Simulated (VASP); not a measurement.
```
CELL_PARAMETERS angstrom
     -0.00823     3.93341     3.99838
      3.93341    -0.00823     3.99838
      1.96259     1.96259     0.00000
ATOMIC_POSITIONS crystal
  Pt 0.00000 0.00000 0.00000
  Pt 0.00000 0.50000 0.00000
  Pt 0.50000 0.00000 0.00000
  Au 0.50000 0.50000 0.00000
```

All values below come from PBEsol GGA, VASP's PBE PAW potentials (set 64) (plane waves; VASP 6.6.1). Numerical set-up: 400 eV cut-off, Gaussian smearing of 0.050 eV, potentials Pt Au.

Unless said otherwise, spin-orbit coupling is left out, though it shifts the bands of the heavy elements here.

Question: Estimate the band gap (along the path) with the smallest direct gap where there is one.

Answer: 
The band gap (along the path) is none (metal, semimetal or under 0.01 eV).

The structure was generated: AuPt3 was put into an ordered model structure (Cmmm), which need not be its known phase. It was relaxed first. The electron count is odd and the run is not spin-polarised, which forces a metal.
